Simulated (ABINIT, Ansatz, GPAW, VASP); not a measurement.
BaO (Fm-3m, 2 atoms in the cell) computed with different codes at matched settings

Self-consistent single point.

```
BaO
1.0
    0.00000     2.77000     2.77000
    2.77000     0.00000     2.77000
    2.77000     2.77000     0.00000
Ba O
1 1
Cartesian
  0.00000   0.00000   0.00000
  2.77000   2.77000   2.77000
```

All programs got the same cell, k-point mesh and kind of occupations (in Ansatz's words: kpoints.mp_grid.grid = 8 8 8; scf.occupations.method = fermi_dirac; scf.occupations.width = 0.01 eV); potentials, basis and cutoffs are each program's usual ones.

| code | model | gap on the mesh (eV) | cutoff |
|---|---|---|---|
| ABINIT | PBE, PAW (JTH v2.0 PBE PAW) | 1.996 | 24 Ha |
| GPAW | PBE, GPAW PAW datasets PBE (gpaw-data 1.0.1) | 2.001 | 900 eV |
| VASP | PBE, VASP's PBE PAW potentials (set 64) | 1.982 | 400 eV |
| Ansatz | PBE, default PAW files | 2.043 | default |

Gaps are read on the mesh.

The spread over the programs that give each value: gap on the mesh within 0.061 eV.

The starting cell has typed, rounded lattice constants, without a prior relaxation at this level.

### Question
Why do the programs differ, and what cannot be compared?

### Answer
Differences of this kind can come from the potentials, where these differ, and from what each basis and cutoff leave unconverged. The zero of total energies and Fermi levels follows the potentials and each program's conventions, so they are not compared here. 

Left out of this page: Quantum ESPRESSO, CP2K, Elk, FLEUR and SIESTA (not drawn, or without a comparable value).

Ansatz is a quantum-chemistry and plane-wave program.

Keys are those of Ansatz 0.2.
